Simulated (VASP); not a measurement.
Energy against volume of NaF (rock salt). Computed with PW91 GGA, VASP's PBE PAW potentials (set 64) (plane waves; VASP).

| V (Å³/atom) | E (eV/atom) |
|---|---|
| 12.123 | -4.31636 |
| 12.510 | -4.32292 |
| 12.897 | -4.32548 |
| 13.284 | -4.32469 |
| 13.671 | -4.32105 |

Q: Fit a third-order Birch-Murnaghan equation of state.

A: 
- volume per atom: 12.99 Å^3/atom
- bulk modulus: 44.8 GPa
- pressure derivative of the bulk modulus: 4.65
- lattice constant a: 4.702 Å

The compound is NaF in the rock salt structure. It was relaxed first.
